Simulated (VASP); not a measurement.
Given:

```
ZrO2
1.0
    0.00000     2.55920     2.55920
    2.55920     0.00000     2.55920
    2.55920     2.55920     0.00000
Zr O
1 2
Direct
  0.00000   0.00000   0.00000
  0.25000   0.25000   0.25000
  0.75000   0.75000   0.75000
```

Computed with PBE GGA, VASP's PBE PAW potentials (set 64) (plane waves; VASP). Numerical set-up: 600 eV cut-off, 8×8×8 Γ-centred mesh, Gaussian smearing of 0.050 eV, potentials Zr_sv O.

Energy and stress use the plane-wave basis of the starting cell.

Question: The ions, cell shape and volume at an external pressure of 15.0 GPa are relaxed. Which structure does the run end with?

Answer: 
```
ZrO2
1.0
    0.00000     2.51070     2.51070
    2.51070     0.00000     2.51070
    2.51070     2.51070     0.00000
Zr O
1 2
Direct
  0.00000   0.00000   0.00000
  0.25000   0.25000   0.25000
  0.75000   0.75000   0.75000
```
Space group Fm-3m (225), at a tolerance of 0.03 Å.

Question: How do energy and volume change from the first to the last step?

Answer: The energy (σ→0) changes by +27.1 meV/atom and the volume by -5.6 %, in 4 ionic steps.

The compound is ZrO2 in the fluorite structure, the high-temperature cubic form, which is unstable at 0 K; the monoclinic form is the stable one. This run relaxes it under an external pressure of 15 GPa. Symmetry was kept, so distortions that lower it aren't found.
